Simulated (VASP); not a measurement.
## LaGe3Ir under strain

Aim: follow the pressure of LaGe3Ir through compression, expansion and shear. All runs use r2SCAN. Left out of this account: 1 further run (self-consistent run: a reference on another mesh). The start is a computed cell from the Materials Project.

Calculated with VASP 6.6.1; r2SCAN; plane waves and PAW (La, Ge_d, Ir).

This is a report of a sequence of runs, with most program output left out.

### 1. Set-up

The structure is tetragonal, space group I4mm (No. 107). The conventional cell has a = 4.447 Å, b = 4.447 Å, c = 10.104 Å, α = 90.00°, β = 90.00°, γ = 90.00°. Nearest to La lie 12 Ge at 3.24 to 3.47 Å and 5 Ir at 3.43 to 3.54 Å. Ge has 2 Ir at 2.46 Å and 6 Ge at 2.74 to 3.14 Å and 4 La at 3.26 to 3.47 Å nearest. Ge has 1 Ir at 2.41 Å and 4 Ge at 2.74 Å and 4 La at 3.24 Å nearest. Ir has 5 Ge at 2.41 to 2.46 Å and 5 La at 3.43 to 3.54 Å nearest. Farther neighbours are not listed.

Coordinates:

```cif
data_structure
_symmetry_space_group_name_H-M 'I4mm'
_symmetry_Int_Tables_number 107
_cell_length_a 4.4472
_cell_length_b 4.4472
_cell_length_c 10.1035
_cell_angle_alpha 90.000
_cell_angle_beta 90.000
_cell_angle_gamma 90.000
_cell_volume 199.83
loop_
_atom_site_label
_atom_site_type_symbol
_atom_site_symmetry_multiplicity
_atom_site_Wyckoff_symbol
_atom_site_fract_x
_atom_site_fract_y
_atom_site_fract_z
_atom_site_occupancy
La1 La 2 a 0.50000 0.50000 0.07853 1
Ge1 Ge 4 b 0.50000 0.00000 0.34263 1
Ge2 Ge 2 a 0.00000 0.00000 0.00049 1
Ir1 Ir 2 a 0.00000 0.00000 0.23877 1
```

### 2. Bands, cell as listed

Levels along the symmetry lines show where the bands peak and cross; KPOINTS_OPT computes them in the converged potential. r2SCAN adds the kinetic-energy density, costs more than a GGA and is run with LASPH.

File INCAR:

```
SYSTEM = LaGe3Ir
PREC = Accurate
ENCUT = 410
EDIFF = 1E-06
NELM = 100
ISMEAR = -1
SIGMA = 0.05
LREAL = .FALSE.
ALGO = Normal
METAGGA = R2SCAN
LASPH = .TRUE.
NBANDS = 47
LORBIT = 11
LWAVE = .FALSE.
LCHARG = .FALSE.
KPAR = 4
```

File POSCAR:

```
LaGe3Ir
1.0
   -2.2236166581      2.2236166581      5.0517630417
    2.2236166581     -2.2236166581      5.0517630417
    2.2236166581      2.2236166581     -5.0517630417
La Ge Ir
1 3 1
Direct
    0.5785260100      0.5785260100      0.0000000000
    0.3426279300      0.8426279300      0.5000000000
    0.8426279300      0.3426279300      0.5000000000
    0.0004854700      0.0004854700      0.0000000000
    0.2387701500      0.2387701500      0.0000000000
```

File KPOINTS:

```
Automatic mesh
0
Gamma
10 10 10
0 0 0
```

File KPOINTS_OPT:

```
Line mode
16
Line-mode
Reciprocal
  0.00000000   0.00000000   0.00000000 GAMMA
  0.50000000  -0.50000000   0.00000000 X

  0.50000000  -0.50000000   0.00000000 X
  0.50000000  -0.50000000   0.09687326 Y

  0.50000000  -0.50000000   0.09687326 Y
  0.29843663  -0.29843663   0.29843663 S

  0.29843663  -0.29843663   0.29843663 S
  0.00000000   0.00000000   0.00000000 GAMMA

  0.00000000   0.00000000   0.00000000 GAMMA
  0.50000000   0.50000000  -0.50000000 Z

  0.50000000   0.50000000  -0.50000000 Z
  0.70156337   0.29843663  -0.29843663 S1

  0.70156337   0.29843663  -0.29843663 S1
  0.50000000   0.00000000   0.00000000 N

  0.50000000   0.00000000   0.00000000 N
  0.75000000  -0.25000000  -0.25000000 P

  0.75000000  -0.25000000  -0.25000000 P
  0.90312674   0.09687326  -0.50000000 Y1

  0.90312674   0.09687326  -0.50000000 Y1
  0.50000000   0.50000000  -0.50000000 Z

  0.50000000  -0.50000000   0.00000000 X
  0.75000000  -0.25000000  -0.25000000 P
```

Potentials, in the order of the species: La, Ge_d and Ir (PBE family, release 64).

Run with:

```bash
$ mpirun -np 4 vasp_std
```

Wall time 9 min (4 MPI ranks of Intel Xeon 6975P-C (Granite Rapids), shared host); peak memory 2.5 GiB; 36 min of CPU time.

Spin-orbit coupling is off here; with elements this heavy it splits and shifts levels by tenths of an eV or more. The PAW data sets were made with PBE, which is usual practice but a small mismatch for other functionals.

This step gave:

* SCF cycles: 15
* electrons: 62
* bands: 47
* irreducible k-points: 102
* symmetry operations: 8
* free energy (TOTEN): -127.6710 eV
* energy at zero smearing: -127.6656 eV
* Fermi energy: 8.322 eV
* pressure: -0.2423 GPa
* metallic: yes

Electronic bands along the path, in eV, zero at the Fermi level; # counts the bands kept:

```tsv
point	#8	#9	#10	#11	#12	#13	#14	#15
Γ	-2.79	-1.56	-1.56	-0.13	-0.13	1.41	1.50	2.19
0.47 of the way	-2.26	-2.07	-1.72	-1.13	0.14	1.74	2.10	2.14
X	-3.04	-2.93	-1.97	-1.80	1.91	1.95	2.16	2.26
0.53 of the way	-2.92	-2.74	-2.00	-1.67	1.85	1.96	2.15	2.24
Y	-2.85	-2.43	-2.00	-1.45	1.72	1.96	2.10	2.19
0.47 of the way	-2.89	-2.03	-1.19	-0.97	0.95	1.67	2.02	2.05
S	-2.56	-2.32	-1.50	-0.29	0.80	1.68	2.06	2.10
0.47 of the way	-2.36	-1.90	-1.57	-1.17	-0.76	1.80	2.11	2.21
Γ	-2.79	-1.56	-1.56	-0.13	-0.13	1.41	1.50	2.19
0.47 of the way	-2.16	-2.16	-1.70	0.66	0.66	1.21	1.44	2.14
Z	-2.66	-2.34	-0.22	0.94	0.94	1.25	1.59	2.13
0.47 of the way	-2.69	-1.97	0.01	0.44	1.31	1.38	1.55	1.92
S1	-2.56	-2.32	-1.50	-0.29	0.80	1.68	2.06	2.10
0.53 of the way	-2.66	-2.33	-1.44	-0.53	0.41	1.62	2.07	2.09
N	-2.76	-2.18	-1.34	-0.61	0.22	1.48	2.05	2.09
0.47 of the way	-2.79	-2.33	-1.71	-0.90	0.96	1.62	2.08	2.12
P	-2.88	-2.39	-2.39	-1.85	1.46	2.04	2.04	2.26
0.47 of the way	-2.91	-2.64	-2.14	-1.70	1.63	1.98	2.11	2.24
Y1	-2.85	-2.43	-2.00	-1.45	1.72	1.96	2.10	2.19
0.47 of the way	-2.88	-0.99	-0.55	-0.18	0.27	1.00	1.80	1.97
Z	-2.66	-2.34	-0.22	0.94	0.94	1.25	1.59	2.13
jump to X	-3.04	-2.93	-1.97	-1.80	1.91	1.95	2.16	2.26
0.47 of the way	-2.97	-2.76	-2.07	-1.82	1.72	1.97	2.13	2.26
P	-2.88	-2.39	-2.39	-1.85	1.46	2.04	2.04	2.26
```

Of the projections kept (La, Ge, Ir), the largest for each band there; the rest of the weight can lie on other orbitals:

```tsv
point	#8	#9	#10	#11	#12	#13	#14	#15
Γ	Ir 0.78	Ir 0.70	Ir 0.70	Ge 0.60	Ge 0.60	Ge 0.65	Ir 0.56	La 0.98
X	Ir 0.88	Ir 0.50	Ir 0.71	Ir 0.74	La 0.73	La 0.92	La 0.93	La 0.99
Y	Ir 0.81	Ir 0.56	Ir 0.80	Ir 0.61	La 0.70	La 0.84	La 0.94	La 0.89
S	Ir 0.50	Ir 0.45	Ge 0.64	Ir 0.51	Ir 0.44	La 0.48	La 0.83	La 0.91
Γ	Ir 0.78	Ir 0.70	Ir 0.70	Ge 0.60	Ge 0.60	Ge 0.65	Ir 0.56	La 0.98
Z	Ir 0.51	Ir 0.50	Ge 0.70	La 0.64	La 0.64	La 0.68	La 0.74	La 0.80
```

There is no gap at this level.

### 3. Bands, volume times 1.04

The cell is expanded evenly, with fractional positions held.

INCAR is that of step 2.

POSCAR: that of step 2 with these lines changed.

```diff
@@ -2,5 +2,5 @@
 1.0
-   -2.2236166581      2.2236166581      5.0517630417
-    2.2236166581     -2.2236166581      5.0517630417
-    2.2236166581      2.2236166581     -5.0517630417
+   -2.2528781276      2.2528781276      5.1182412316
+    2.2528781276     -2.2528781276      5.1182412316
+    2.2528781276      2.2528781276     -5.1182412316
 La Ge Ir
```

KPOINTS is that of step 2.

File KPOINTS_OPT:

```
Line mode
16
Line-mode
Reciprocal
  0.00000000   0.00000000   0.00000000 GAMMA
  0.00000000   0.00000000   0.50000000 X

  0.00000000   0.00000000   0.50000000 X
 -0.09687326   0.09687326   0.50000000 Y

 -0.09687326   0.09687326   0.50000000 Y
 -0.29843663   0.29843663   0.29843663 S

 -0.29843663   0.29843663   0.29843663 S
  0.00000000   0.00000000   0.00000000 GAMMA

  0.00000000   0.00000000   0.00000000 GAMMA
  0.50000000   0.50000000  -0.50000000 Z

  0.50000000   0.50000000  -0.50000000 Z
  0.29843663   0.70156337  -0.29843663 S1

  0.29843663   0.70156337  -0.29843663 S1
  0.00000000   0.50000000   0.00000000 N

  0.00000000   0.50000000   0.00000000 N
  0.25000000   0.25000000   0.25000000 P

  0.25000000   0.25000000   0.25000000 P
  0.50000000   0.50000000  -0.09687326 Y1

  0.50000000   0.50000000  -0.09687326 Y1
  0.50000000   0.50000000  -0.50000000 Z

  0.00000000   0.00000000   0.50000000 X
  0.25000000   0.25000000   0.25000000 P
```

Run with:

```bash
$ mpirun -np 4 vasp_std
```

It took 8.3 min on 4 MPI ranks; peak memory 2.6 GiB.

Numbers from this step:

```yaml
free_energy_toten: -127.6168 eV
energy_at_zero_smearing: -127.6115 eV
fermi_energy: 7.870 eV
pressure: -4.632 GPa
```

The electronic bands at the labelled points (eV, zero at the Fermi level; # counts the bands kept):

```tsv
point	#8	#9	#10	#11	#12	#13	#14	#15
Γ	-2.69	-1.47	-1.47	-0.12	-0.12	1.34	1.40	2.08
0.47 of the way	-2.17	-1.99	-1.66	-1.07	0.11	1.66	1.99	2.03
X	-2.90	-2.78	-1.89	-1.71	1.82	1.85	2.03	2.12
0.47 of the way	-2.82	-2.65	-1.92	-1.62	1.78	1.86	2.03	2.11
Y	-2.73	-2.31	-1.92	-1.38	1.65	1.86	2.00	2.06
0.47 of the way	-2.76	-1.96	-1.13	-0.91	0.89	1.61	1.92	1.94
S	-2.44	-2.24	-1.46	-0.29	0.78	1.58	1.96	1.99
0.47 of the way	-2.29	-1.83	-1.49	-1.12	-0.71	1.73	2.00	2.09
Γ	-2.69	-1.47	-1.47	-0.12	-0.12	1.34	1.40	2.08
0.47 of the way	-2.06	-2.06	-1.68	0.65	0.65	1.17	1.35	2.03
Z	-2.55	-2.27	-0.26	0.96	0.96	1.21	1.55	2.00
0.47 of the way	-2.56	-1.91	-0.04	0.42	1.30	1.34	1.51	1.84
S1	-2.44	-2.24	-1.46	-0.29	0.78	1.58	1.96	1.99
0.53 of the way	-2.57	-2.22	-1.38	-0.51	0.42	1.52	1.96	1.98
N	-2.66	-2.08	-1.28	-0.59	0.24	1.40	1.95	1.97
0.47 of the way	-2.67	-2.24	-1.63	-0.85	0.93	1.54	1.97	2.00
P	-2.76	-2.28	-2.28	-1.76	1.40	1.93	1.93	2.12
0.53 of the way	-2.78	-2.51	-2.02	-1.59	1.59	1.87	2.00	2.10
Y1	-2.73	-2.31	-1.92	-1.38	1.65	1.86	2.00	2.06
0.47 of the way	-2.75	-0.93	-0.59	-0.15	0.23	1.00	1.73	1.85
Z	-2.55	-2.27	-0.26	0.96	0.96	1.21	1.55	2.00
jump to X	-2.90	-2.78	-1.89	-1.71	1.82	1.85	2.03	2.12
0.47 of the way	-2.84	-2.62	-1.98	-1.73	1.64	1.87	2.01	2.12
P	-2.76	-2.28	-2.28	-1.76	1.40	1.93	1.93	2.12
```

Of the projections kept (La, Ge, Ir), the largest for each band there; the rest of the weight can lie on other orbitals:

```tsv
point	#8	#9	#10	#11	#12	#13	#14	#15
Γ	Ir 0.79	Ir 0.70	Ir 0.70	Ge 0.60	Ge 0.60	Ge 0.64	Ir 0.57	La 0.98
X	Ir 0.88	Ir 0.50	Ir 0.74	Ir 0.74	La 0.74	La 0.93	La 0.93	La 0.99
Y	Ir 0.82	Ir 0.56	Ir 0.81	Ir 0.62	La 0.72	La 0.85	La 0.95	La 0.90
S	Ir 0.51	Ir 0.48	Ge 0.64	Ir 0.52	Ir 0.44	La 0.42	La 0.85	La 0.93
Γ	Ir 0.79	Ir 0.70	Ir 0.70	Ge 0.60	Ge 0.60	Ge 0.64	Ir 0.57	La 0.98
Z	Ir 0.52	Ir 0.53	Ge 0.71	La 0.65	La 0.65	La 0.68	La 0.76	La 0.82
```

Force by atom:

```tsv
atom	x (eV/Å)	y (eV/Å)	z (eV/Å)	size
La1	0.000	0.000	-0.033	0.033
Ge2	0.000	0.000	-0.130	0.130
Ge3	0.000	0.000	-0.130	0.130
Ge4	0.000	0.000	0.174	0.174
Ir5	0.000	0.000	0.119	0.119
```

 The pressure is -4.63 GPa.

Between step 2 and this run (cell volume +4.0 %) the value for the pressure moves from -0.242 GPa to -4.63 GPa.

### 4. Bands, volume times 1.08

INCAR is that of step 3.

POSCAR: that of step 3 with these lines changed.

```diff
@@ -2,5 +2,5 @@
 1.0
-   -2.2528781276      2.2528781276      5.1182412316
-    2.2528781276     -2.2528781276      5.1182412316
-    2.2528781276      2.2528781276     -5.1182412316
+   -2.2813986000      2.2813986000      5.1830359738
+    2.2813986000     -2.2813986000      5.1830359738
+    2.2813986000      2.2813986000     -5.1830359738
 La Ge Ir
```

KPOINTS is that of step 3.

File KPOINTS_OPT:

```
Line mode
16
Line-mode
Reciprocal
  0.00000000   0.00000000   0.00000000 GAMMA
  0.50000000  -0.50000000   0.00000000 X

  0.50000000  -0.50000000   0.00000000 X
  0.50000000  -0.50000000   0.09687326 Y

  0.50000000  -0.50000000   0.09687326 Y
  0.29843663  -0.29843663   0.29843663 S

  0.29843663  -0.29843663   0.29843663 S
  0.00000000   0.00000000   0.00000000 GAMMA

  0.00000000   0.00000000   0.00000000 GAMMA
  0.50000000   0.50000000  -0.50000000 Z

  0.50000000   0.50000000  -0.50000000 Z
  0.70156337   0.29843663  -0.29843663 S1

  0.70156337   0.29843663  -0.29843663 S1
  0.50000000   0.00000000   0.00000000 N

  0.50000000   0.00000000   0.00000000 N
  0.75000000  -0.25000000  -0.25000000 P

  0.75000000  -0.25000000  -0.25000000 P
  0.90312674   0.09687326  -0.50000000 Y1

  0.90312674   0.09687326  -0.50000000 Y1
  0.50000000   0.50000000  -0.50000000 Z

  0.50000000  -0.50000000   0.00000000 X
  0.75000000  -0.25000000  -0.25000000 P
```

Run with:

```bash
$ mpirun -np 4 vasp_std
```

Elapsed: 8.1 min, on 4 MPI ranks; peak memory 2.6 GiB; 32 min of CPU time.

This step gave:

* SCF cycles: 16
* free energy (TOTEN): -127.4644 eV
* energy at zero smearing: -127.4590 eV
* Fermi energy: 7.450 eV
* pressure: -8.034 GPa

Electronic bands along the path, in eV, zero at the Fermi level; # counts the bands kept:

```tsv
point	#8	#9	#10	#11	#12	#13	#14	#15
Γ	-2.60	-1.39	-1.39	-0.11	-0.11	1.27	1.32	1.96
0.47 of the way	-2.08	-1.91	-1.59	-1.02	0.09	1.58	1.87	1.91
X	-2.77	-2.65	-1.81	-1.63	1.73	1.75	1.91	1.99
0.47 of the way	-2.70	-2.52	-1.84	-1.54	1.69	1.76	1.91	1.99
Y	-2.62	-2.20	-1.84	-1.32	1.59	1.75	1.89	1.93
0.47 of the way	-2.64	-1.90	-1.08	-0.86	0.83	1.55	1.82	1.84
S	-2.32	-2.17	-1.42	-0.28	0.77	1.48	1.86	1.87
0.47 of the way	-2.21	-1.77	-1.41	-1.07	-0.66	1.66	1.89	1.97
Γ	-2.60	-1.39	-1.39	-0.11	-0.11	1.27	1.32	1.96
0.47 of the way	-1.97	-1.97	-1.67	0.64	0.64	1.14	1.28	1.93
Z	-2.45	-2.20	-0.30	0.97	0.97	1.17	1.50	1.87
0.47 of the way	-2.44	-1.84	-0.08	0.41	1.28	1.30	1.46	1.77
S1	-2.32	-2.17	-1.42	-0.28	0.77	1.48	1.86	1.87
0.47 of the way	-2.45	-2.15	-1.35	-0.47	0.47	1.45	1.84	1.89
N	-2.56	-1.99	-1.22	-0.56	0.26	1.31	1.83	1.89
0.47 of the way	-2.56	-2.16	-1.55	-0.80	0.90	1.47	1.86	1.89
P	-2.64	-2.17	-2.17	-1.68	1.34	1.82	1.82	1.99
0.47 of the way	-2.67	-2.39	-1.96	-1.54	1.50	1.77	1.88	1.98
Y1	-2.62	-2.20	-1.84	-1.32	1.59	1.75	1.89	1.93
0.47 of the way	-2.62	-0.86	-0.62	-0.12	0.18	1.01	1.66	1.74
Z	-2.45	-2.20	-0.30	0.97	0.97	1.17	1.50	1.87
jump to X	-2.77	-2.65	-1.81	-1.63	1.73	1.75	1.91	1.99
0.53 of the way	-2.71	-2.46	-1.92	-1.65	1.52	1.77	1.89	1.99
P	-2.64	-2.17	-2.17	-1.68	1.34	1.82	1.82	1.99
```

Of the projections kept (La, Ge, Ir), the largest for each band there; the rest of the weight can lie on other orbitals:

```tsv
point	#8	#9	#10	#11	#12	#13	#14	#15
Γ	Ir 0.79	Ir 0.71	Ir 0.71	Ge 0.60	Ge 0.60	Ge 0.63	Ir 0.58	La 0.99
X	Ir 0.89	Ir 0.51	Ir 0.76	Ir 0.75	La 0.76	La 0.93	La 0.93	La 0.99
Y	Ir 0.83	Ir 0.57	Ir 0.82	Ir 0.63	La 0.73	La 0.86	La 0.95	La 0.91
S	Ir 0.52	Ir 0.50	Ge 0.64	Ir 0.53	Ir 0.44	La 0.37	La 0.87	La 0.93
Γ	Ir 0.79	Ir 0.71	Ir 0.71	Ge 0.60	Ge 0.60	Ge 0.63	Ir 0.58	La 0.99
Z	Ir 0.53	Ir 0.55	Ge 0.72	La 0.66	La 0.66	La 0.68	La 0.78	La 0.83
```

Force by atom:

```tsv
atom	x (eV/Å)	y (eV/Å)	z (eV/Å)	size
La1	0.000	0.000	-0.082	0.082
Ge2	0.000	0.000	-0.236	0.236
Ge3	0.000	0.000	-0.236	0.236
Ge4	0.000	0.000	0.339	0.339
Ir5	0.000	0.000	0.216	0.216
```

 The pressure is -8.03 GPa.

For the pressure, step 2 gave -0.242 GPa; this run, with cell volume +8.0 %, gives -8.03 GPa.

### 5. Bands, sheared, principal strains -2.2, +0.0, +2.2 %

The mesh alone shows little of the dispersion and can miss band extrema, so KPOINTS_OPT adds a path through the symmetry points after the self-consistent cycle.

INCAR is that of step 4.

POSCAR: that of step 4 with these lines changed.

```diff
@@ -2,5 +2,5 @@
 1.0
-   -2.2813986000      2.2813986000      5.1830359738
-    2.2813986000     -2.2813986000      5.1830359738
-    2.2813986000      2.2813986000     -5.1830359738
+   -2.1982540000      2.2240200000      5.0740110000
+    2.2916900000     -2.1210780000      5.0698270000
+    2.2201840000      2.1430080000     -5.0286990000
 La Ge Ir
```

KPOINTS is that of step 4.

File KPOINTS_OPT:

```
Line mode
16
Line-mode
Reciprocal
 -0.50000000   0.00000000   0.00000000 X
  0.00000000   0.00000000   0.00000000 GAMMA

  0.00000000   0.00000000   0.00000000 GAMMA
  0.00000000   0.50000000   0.00000000 Y

 -0.50000000   0.50000000   0.00000000 L
  0.00000000   0.00000000   0.00000000 GAMMA

  0.00000000   0.00000000   0.00000000 GAMMA
  0.50000000   0.00000000  -0.50000000 Z

  0.00000000   0.00000000  -0.50000000 N
  0.00000000   0.00000000   0.00000000 GAMMA

  0.00000000   0.00000000   0.00000000 GAMMA
  0.50000000   0.50000000  -0.50000000 M

  0.00000000   0.50000000  -0.50000000 R
  0.00000000   0.00000000   0.00000000 GAMMA
```

Run with:

```bash
$ mpirun -np 4 vasp_std
```

Wall time 21 min (4 MPI ranks).

The run was cut off at its time limit.

More ranks or a longer limit would be the way on.

### 6. Bands, volume times 0.96

The cell is compressed evenly, with fractional positions held.

INCAR is that of step 5.

POSCAR: that of step 5 with these lines changed.

```diff
@@ -2,5 +2,5 @@
 1.0
-   -2.1982540000      2.2240200000      5.0740110000
-    2.2916900000     -2.1210780000      5.0698270000
-    2.2201840000      2.1430080000     -5.0286990000
+   -2.1935641004      2.1935641004      4.9834876040
+    2.1935641004     -2.1935641004      4.9834876040
+    2.1935641004      2.1935641004     -4.9834876040
 La Ge Ir
```

KPOINTS is that of step 5.

File KPOINTS_OPT:

```
Line mode
16
Line-mode
Reciprocal
  0.00000000   0.00000000   0.00000000 GAMMA
  0.00000000   0.00000000   0.50000000 X

  0.00000000   0.00000000   0.50000000 X
 -0.09687326   0.09687326   0.50000000 Y

 -0.09687326   0.09687326   0.50000000 Y
 -0.29843663   0.29843663   0.29843663 S

 -0.29843663   0.29843663   0.29843663 S
  0.00000000   0.00000000   0.00000000 GAMMA

  0.00000000   0.00000000   0.00000000 GAMMA
  0.50000000   0.50000000  -0.50000000 Z

  0.50000000   0.50000000  -0.50000000 Z
  0.29843663   0.70156337  -0.29843663 S1

  0.29843663   0.70156337  -0.29843663 S1
  0.00000000   0.50000000   0.00000000 N

  0.00000000   0.50000000   0.00000000 N
  0.25000000   0.25000000   0.25000000 P

  0.25000000   0.25000000   0.25000000 P
  0.50000000   0.50000000  -0.09687326 Y1

  0.50000000   0.50000000  -0.09687326 Y1
  0.50000000   0.50000000  -0.50000000 Z

  0.00000000   0.00000000   0.50000000 X
  0.25000000   0.25000000   0.25000000 P
```

Run with:

```bash
$ mpirun -np 4 vasp_std
```

Run time: 8.7 min. Hardware: 4 MPI ranks; peak memory 2.5 GiB; 29 min of CPU time.

This step gave:

| Item | Value |
| --- | --- |
| SCF cycles | 15 |
| free energy (TOTEN) | -127.6018 eV |
| energy at zero smearing | -127.5963 eV |
| Fermi energy | 8.810 eV |
| pressure | 5.281 GPa |

Electronic bands along the path, in eV, zero at the Fermi level; # counts the bands kept:

```tsv
point	#8	#9	#10	#11	#12	#13	#14	#15
Γ	-2.90	-1.65	-1.65	-0.14	-0.14	1.49	1.60	2.30
0.53 of the way	-2.26	-2.17	-1.98	-1.31	0.61	1.82	2.19	2.31
X	-3.18	-3.08	-2.05	-1.89	2.00	2.05	2.29	2.40
0.53 of the way	-3.05	-2.88	-2.09	-1.75	1.93	2.07	2.27	2.38
Y	-2.97	-2.55	-2.09	-1.53	1.78	2.07	2.21	2.32
0.47 of the way	-3.03	-2.10	-1.25	-1.02	1.01	1.73	2.12	2.17
S	-2.70	-2.41	-1.54	-0.30	0.81	1.78	2.15	2.22
0.47 of the way	-2.44	-1.98	-1.65	-1.23	-0.82	1.87	2.23	2.34
Γ	-2.90	-1.65	-1.65	-0.14	-0.14	1.49	1.60	2.30
0.47 of the way	-2.26	-2.26	-1.71	0.67	0.67	1.24	1.53	2.24
Z	-2.77	-2.42	-0.17	0.92	0.92	1.30	1.64	2.22
0.47 of the way	-2.82	-2.05	0.05	0.45	1.31	1.42	1.60	1.99
S1	-2.70	-2.41	-1.54	-0.30	0.81	1.78	2.15	2.22
0.53 of the way	-2.75	-2.45	-1.50	-0.55	0.40	1.72	2.16	2.22
N	-2.87	-2.29	-1.40	-0.64	0.19	1.57	2.13	2.22
0.47 of the way	-2.93	-2.43	-1.79	-0.95	0.98	1.70	2.20	2.24
P	-3.01	-2.51	-2.51	-1.94	1.53	2.16	2.16	2.40
0.47 of the way	-3.04	-2.78	-2.24	-1.78	1.71	2.08	2.24	2.38
Y1	-2.97	-2.55	-2.09	-1.53	1.78	2.07	2.21	2.32
0.47 of the way	-3.03	-1.07	-0.52	-0.21	0.32	0.99	1.88	2.09
Z	-2.77	-2.42	-0.17	0.92	0.92	1.30	1.64	2.22
jump to X	-3.18	-3.08	-2.05	-1.89	2.00	2.05	2.29	2.40
0.47 of the way	-3.11	-2.91	-2.16	-1.91	1.79	2.07	2.26	2.40
P	-3.01	-2.51	-2.51	-1.94	1.53	2.16	2.16	2.40
```

Of the projections kept (La, Ge, Ir), the largest for each band there; the rest of the weight can lie on other orbitals:

```tsv
point	#8	#9	#10	#11	#12	#13	#14	#15
Γ	Ir 0.77	Ir 0.69	Ir 0.69	Ge 0.60	Ge 0.60	Ge 0.66	Ir 0.55	La 0.97
X	Ir 0.87	Ir 0.50	Ir 0.68	Ir 0.73	La 0.71	La 0.91	La 0.92	La 0.99
Y	Ir 0.80	Ir 0.55	Ir 0.79	Ir 0.60	La 0.69	La 0.83	La 0.94	La 0.88
S	Ir 0.48	Ge 0.43	Ge 0.64	Ir 0.49	Ir 0.44	La 0.52	La 0.81	La 0.89
Γ	Ir 0.77	Ir 0.69	Ir 0.69	Ge 0.60	Ge 0.60	Ge 0.66	Ir 0.55	La 0.97
Z	Ir 0.49	Ir 0.48	Ge 0.69	La 0.63	La 0.63	La 0.68	La 0.73	La 0.95
```

Force by atom:

```tsv
atom	x (eV/Å)	y (eV/Å)	z (eV/Å)	size
La1	0.000	0.000	0.097	0.097
Ge2	0.000	0.000	0.143	0.143
Ge3	0.000	0.000	0.143	0.143
Ge4	0.000	0.000	-0.239	0.239
Ir5	0.000	0.000	-0.145	0.145
```

 The pressure is 5.28 GPa.

Between step 2 and this run (cell volume -4.0 %) the value for the pressure moves from -0.242 GPa to 5.28 GPa.

(Continued in part 2 of 2.)

[Lines on the potential files, build, host, timing and source positions are cut from VASP's logs without a mark.]

[Logs are printed without paths, hosts, clocks, repeated set-up lines and the standing remarks that a program may print on its own settings, such as how far it seeks lower states.]

[Hosts, paths, dates, database ids (printed as entryN), source tags and the programs' standing remarks are cut or masked in the printed files.]

[A measured line is paired with the nearest computed mode of its activity, which favours agreement.]
